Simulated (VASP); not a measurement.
MgO:

```xyz
2
Lattice="0.0000 2.0970 2.0970 2.0970 0.0000 2.0970 2.0970 2.0970 0.0000" Properties=species:S:1:pos:R:3 pbc="T T T"
Mg    0.0000    0.0000    0.0000
O     2.0970    2.0970    2.0970
```

The cell is a database's computed one.

Base run:

```yaml
Program: VASP 6.6.1
Functional: r2SCAN
Potentials_or_basis: VASP PAW PBE potentials, release 64 (Mg, O)
Cutoff: 520 eV
k_mesh: 10 × 10 × 10
Occupations: gaussian, width 0.02 eV
Spin: no spin polarisation
```

Its results: band gap on the k mesh 5.74 eV, direct.

Question: After a change of settings the same cell gave: band gap on the k mesh 4.85 eV, direct. Which change was it?
A. functional from r2SCAN to PBE; further incar settings from ALGO = Normal; EDIFF = 1e-07 to ALGO = Fast; EDIFF = 1e-08
B. functional from r2SCAN to HSE06; k mesh from 10 × 10 × 10 to 8 × 8 × 8
C. functional from r2SCAN to TB-mBJ

Answer: A.

Not every run made on this cell is shown here.
